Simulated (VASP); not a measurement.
HfB2 (AlB2 type) is relaxed at rising pressure, each step from the one before. Symmetry mostly holds the structure type, and other phases were not tried. The mesh follows the cell, and a change of mesh leaves a small step in the series.

Input:

```cif
data_B2Hf
_chemical_formula_sum 'Hf1 B2'
_space_group_name_H-M_alt 'P 1'
_space_group_IT_number 1
_cell_length_a 3.10442
_cell_length_b 3.10442
_cell_length_c 3.42880
_cell_angle_alpha 90.000
_cell_angle_beta 90.000
_cell_angle_gamma 120.000
loop_
_space_group_symop_operation_xyz
  'x, y, z'
loop_
_atom_site_label
_atom_site_type_symbol
_atom_site_fract_x
_atom_site_fract_y
_atom_site_fract_z
_atom_site_occupancy
Hf1 Hf 0.00000 0.00000 0.00000 1
B1 B 0.33333 0.66667 0.50000 1
B2 B 0.66667 0.33333 0.50000 1
```

Method: LDA (Ceperley-Alder, Perdew-Zunger), VASP's LDA PAW potentials (set 64) (plane waves; VASP). Run with 620 eV cut-off, 11×11×9 Γ-centred mesh, first-order Methfessel-Paxton smearing of 0.10 eV, potentials Hf_pv B.

Unless said otherwise, spin-orbit coupling is left out, though it shifts the bands of the heavy elements here.

```json
[
 {"P (GPa)": "0", "V (Å³/atom)": "9.54", "H − H(0) (eV/atom)": "0.000", "space group": "P6/mmm", "gap on the mesh (eV)": "0.00", "k-mesh": "11×11×9"},
 {"P (GPa)": "5", "V (Å³/atom)": "(withheld)", "H − H(0) (eV/atom)": "(withheld)", "space group": "P6/mmm", "gap on the mesh (eV)": "0.00", "k-mesh": "11×11×9"},
 {"P (GPa)": "10", "V (Å³/atom)": "(withheld)", "H − H(0) (eV/atom)": "(withheld)", "space group": "P6/mmm", "gap on the mesh (eV)": "0.00", "k-mesh": "11×11×9"},
 {"P (GPa)": "20", "V (Å³/atom)": "8.95", "H − H(0) (eV/atom)": "1.153", "space group": "P6/mmm", "gap on the mesh (eV)": "0.00", "k-mesh": "12×12×9"},
 {"P (GPa)": "30", "V (Å³/atom)": "8.71", "H − H(0) (eV/atom)": "1.704", "space group": "P6/mmm", "gap on the mesh (eV)": "0.00", "k-mesh": "12×12×9"},
 {"P (GPa)": "45", "V (Å³/atom)": "8.40", "H − H(0) (eV/atom)": "2.504", "space group": "P6/mmm", "gap on the mesh (eV)": "0.00", "k-mesh": "12×12×9"}
]
```

Problem. What belongs in the gaps?

Solution. 
- 10, V (Å³/atom): 9.22
- 10, H − H(0) (eV/atom): 0.585
- 5, V (Å³/atom): 9.37
- 5, H − H(0) (eV/atom): 0.295

Pressures at which the relaxation failed are left out.

The compound is HfB2 in the AlB2 type structure.
